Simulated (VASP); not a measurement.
Consider the following.

```yaml
crystal:
  lattice:
    - [0.00000, 2.84752, 2.84752]
    - [2.84752, 0.00000, 2.84752]
    - [2.84752, 2.84752, 0.00000]
  atoms:
    - { symbol: Al, position: [0.25000, 0.25000, 0.25000] }
    - { symbol: Al, position: [0.75000, 0.75000, 0.75000] }
    - { symbol: Au, position: [0.00000, 0.00000, 0.00000] }
```

The numbers are results of PBE GGA, VASP's PBE PAW potentials (set 64) (plane waves; VASP), not measurements. Numerical set-up: 500 eV cut-off, 9×9×9 Γ-centred mesh, first-order Methfessel-Paxton smearing of 0.10 eV, potentials Al Au.

Unless said otherwise, spin-orbit coupling is left out, though it shifts the bands of the heavy elements here.

Task: Estimate the energy per atom (σ→0), pressure, band gap (on the k-mesh) with the smallest direct gap where there is one.

Result: 
```yaml
band gap (on the k-mesh): none (metal, semimetal or under 0.01 eV)
energy per atom (σ→0): -3.760 eV/atom
pressure: 30.00 GPa
```

The compound is AuAl2 in the fluorite structure. It was relaxed first under an external pressure of 30 GPa. The electron count is odd and the run is not spin-polarised, which forces a metal.
